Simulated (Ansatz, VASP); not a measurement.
## One calculation of Ta4O, two programs

```
CELL_PARAMETERS angstrom
3.25750 0.00000 0.00000
0.00000 3.25750 0.00000
0.00000 0.00000 7.40934
ATOMIC_POSITIONS crystal
Ta 0.00000 0.00000 0.00000
Ta 0.50000 0.50000 0.21684
Ta 0.50000 0.50000 0.78316
Ta 0.00000 0.00000 0.50000
O 0.50000 0.50000 0.50000
```

The cell comes from a database or a generator and needn't be the stable form of this composition.

Alike in both runs: functional PBEsol; k mesh 8 × 8 × 4; occupations fermi-dirac, width 0.05 eV; no spin polarisation; Hubbard terms Ta d U = 3.0 eV.

|  | VASP | Ansatz |
| --- | --- | --- |
| version | VASP 6.6.1 | Ansatz 0.2.0 |
| potentials or method | VASP PAW PBE potentials, release 64 (Ta_pv, O) | Ansatz PAW |
| plane-wave cutoff (eV) | 520 | 420 |
| valence electrons in the cell | 50 | 58 |
| task | single point | band structure |

```tsv
	VASP	Ansatz	Ansatz less VASP
gap on the k mesh at the Fermi level (eV)	none	none	-
pressure (GPa)	1.1	-5.3	-6.46
largest component of the traceless stress (GPa)	1.22	2.44	+1.221
rms of the force components (eV/Å)	0.117	0.147	+0.0295
```

The programs project onto different local orbitals, so the same U acts differently. Atom by atom the forces differ by 0.030 eV/Å (rms over components). A gap of «none» marks a metal or a gap that the smearing closes. The two sets of potentials don't hold the same shells in valence.

Caveats: U without spin polarisation on a metal has little footing; the PAW data sets were made with another functional, which shifts forces and pressure a little (VASP); spin-orbit coupling is left out, which moves the levels of the heavy elements (Ansatz); the PAW data sets come from PBE, with cores solved anew for the run's functional, which leaves a small shift of forces and pressure (Ansatz). The runs have no spin-orbit coupling, so splittings on Ta are missing.
